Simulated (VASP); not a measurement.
Data:

```
WO3
1.0
    5.33572     0.00000     0.00000
    0.00000     5.33572     0.00000
    0.00000     0.00000     3.91816
W O
2 6
Direct
  0.50000   0.00000   0.94001
  0.00000   0.50000   0.05999
  0.50000   0.00000   0.48788
  0.00000   0.50000   0.51212
  0.25000   0.25000   0.00000
  0.25000   0.75000   0.00000
  0.75000   0.75000   0.00000
  0.75000   0.25000   0.00000
```

Level of theory: PBEsol GGA, VASP's PBE PAW potentials (set 64) (plane waves; VASP). Numerical set-up: 520 eV cut-off, 5×5×6 Γ-centred mesh, tetrahedra with Blöchl corrections, potentials W_sv O.

The cores are frozen, which limits the accuracy of field gradients.

Q: Give the principal components of the electric field gradient (V/Å²) and the asymmetry η at each nucleus.

A: 
```json
[
 {"atom": "W1", "Vxx": "-76.7", "Vyy": "-76.7", "Vzz": "153.4", "η": "0.00"},
 {"atom": "W2", "Vxx": "-76.7", "Vyy": "-76.7", "Vzz": "153.4", "η": "0.00"},
 {"atom": "O3", "Vxx": "-8.3", "Vyy": "-8.3", "Vzz": "16.6", "η": "0.00"},
 {"atom": "O4", "Vxx": "-8.3", "Vyy": "-8.3", "Vzz": "16.6", "η": "0.00"},
 {"atom": "O5", "Vxx": "-27.9", "Vyy": "-13.7", "Vzz": "41.6", "η": "0.34"},
 {"atom": "O6", "Vxx": "-27.9", "Vyy": "-13.7", "Vzz": "41.6", "η": "0.34"},
 {"atom": "O7", "Vxx": "-27.9", "Vyy": "-13.7", "Vzz": "41.6", "η": "0.34"},
 {"atom": "O8", "Vxx": "-27.9", "Vyy": "-13.7", "Vzz": "41.6", "η": "0.34"}
]
```

The structure comes from a computed database's WO3 entry (P4/nmm); how it stands against other phases isn't given here. It was relaxed first.
